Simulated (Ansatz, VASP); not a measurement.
## ScBS3: VASP beside Ansatz

```
Sc B S
1.0
     4.23482    0.00000    0.00000
     0.00000    4.23482    0.00000
     0.00000    0.00000    4.23482
Sc B S
1 1 3
Direct
  0.00000 0.00000 0.00000
  0.50000 0.50000 0.50000
  0.50000 0.50000 0.00000
  0.50000 0.00000 0.50000
  0.00000 0.50000 0.50000
```

The cell comes from a database or a generator and needn't be the stable form of this composition.

Alike in both runs: task single point; functional PBEsol; k mesh 4 × 4 × 4; occupations gaussian, width 0.05 eV; no spin polarisation.

|  | VASP | Ansatz |
| --- | --- | --- |
| version | VASP 6.6.1 | Ansatz 0.2.0 |
| potentials or method | VASP PAW PBE potentials, release 64 (Sc_sv, B, S) | scalar-relativistic, plane waves, PAW |
| plane-wave cutoff (eV) | 520 | 420 |
| valence electrons in the cell | 32 | 32 |

Ansatz gave:

```
gap on the k mesh at the Fermi level (eV) : none
pressure (GPa)                            : -3.9
```

Problem. What did VASP give for the same quantities?

Solution. gap on the k mesh at the Fermi level (eV): none; pressure (GPa): -3.8.

A gap of «none» marks a metal or a gap that the smearing closes. The functional is the same, so the differences come from potentials, cutoffs and numerics.

Caveats: the k mesh is coarse (spacing up to 0.37 Å⁻¹), so the values aren't converged; the PAW data sets were made with another functional, which shifts forces and pressure a little (VASP).
